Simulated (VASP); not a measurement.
A convergence study with VASP on HfO2 (fluorite): a few settings are varied, all else stays as given below, so the limit is that of these other settings. The cell's lengths are 1 % over those of the tabulated start and one atom is moved, so it is off equilibrium.

```yaml
crystal:
  lattice:
    - [0.00000, 2.56540, 2.56540]
    - [2.56540, 0.00000, 2.56540]
    - [2.56540, 2.56540, 0.00000]
  atoms:
    - { symbol: Hf, position: [0.00000, 0.00000, 0.00000] }
    - { symbol: O, position: [0.25000, 0.25000, 0.25000] }
    - { symbol: O, position: [0.73819, 0.76181, 0.76181] }
```

These are PBEsol GGA, VASP's PBE PAW potentials (set 64) (plane waves; VASP 6.6.1) values and carry that method's errors. The last row used: 700 eV cut-off, 6×6×6 Γ-centred mesh, Gaussian smearing of 0.050 eV, potentials Hf_pv O.

| setting | E (eV/atom) | pressure (GPa) | largest force (eV/Å) | electronic steps |
|---|---|---|---|---|
| ALGO = Normal, EDIFF = 1E-2 | -10.5081 | -15.41 | 0.552 | 10 |
| ALGO = Normal, EDIFF = 1E-3 | -10.5082 | -15.27 | 0.553 | 10 |
| ALGO = Normal, EDIFF = 1E-4 | -10.5082 | -15.42 | 0.555 | 11 |
| ALGO = Normal, EDIFF = 1E-5 | -10.5082 | -15.40 | 0.554 | 12 |
| ALGO = Normal, EDIFF = 1E-6 | -10.5082 | -15.42 | 0.554 | 13 |
| ALGO = Normal, EDIFF = 1E-8 | -10.5082 | -15.43 | 0.554 | 15 |
| ALGO = Normal, EDIFF = 1E-9 | -10.5082 | -15.43 | 0.554 | 17 |
| ALGO = Fast, EDIFF = 1E-2 | -10.5084 | -15.91 | 0.554 | 10 |
| ALGO = Fast, EDIFF = 1E-3 | -10.5081 | -15.28 | 0.552 | 11 |
| ALGO = Fast, EDIFF = 1E-4 | -10.5082 | -15.38 | 0.554 | 13 |
| ALGO = Fast, EDIFF = 1E-5 | -10.5082 | -15.34 | 0.554 | 14 |
| ALGO = Fast, EDIFF = 1E-6 | -10.5082 | -15.38 | 0.554 | 15 |
| ALGO = Fast, EDIFF = 1E-7 | -10.5082 | -15.42 | 0.554 | 18 |
| ALGO = Fast, EDIFF = 1E-8 | -10.5082 | -15.43 | 0.554 | 22 |
| ALGO = Fast, EDIFF = 1E-9 | -10.5082 | -15.43 | 0.554 | 25 |
| ALGO = All, EDIFF = 1E-2 | -10.5069 | -15.21 | 0.554 | 11 |
| ALGO = All, EDIFF = 1E-3 | -10.5081 | -15.64 | 0.556 | 13 |
| ALGO = All, EDIFF = 1E-4 | -10.5081 | -15.40 | 0.553 | 15 |
| ALGO = All, EDIFF = 1E-5 | -10.5082 | -15.40 | 0.554 | 16 |
| ALGO = All, EDIFF = 1E-6 | -10.5082 | -15.42 | 0.554 | 18 |
| ALGO = All, EDIFF = 1E-7 | -10.5082 | -15.42 | 0.554 | 20 |
| ALGO = All, EDIFF = 1E-8 | -10.5082 | -15.42 | 0.554 | 22 |
| ALGO = All, EDIFF = 1E-9 | -10.5082 | -15.42 | 0.554 | 23 |

Left out are rungs that failed or repeat a setting and relaxations that didn't move; long series are thinned to 24 rows.

The compound is HfO2 in the fluorite structure, the high-temperature cubic form, which is unstable at 0 K; the monoclinic form is the stable one. The cell was not relaxed at this level, it is distorted from the ideal structure.
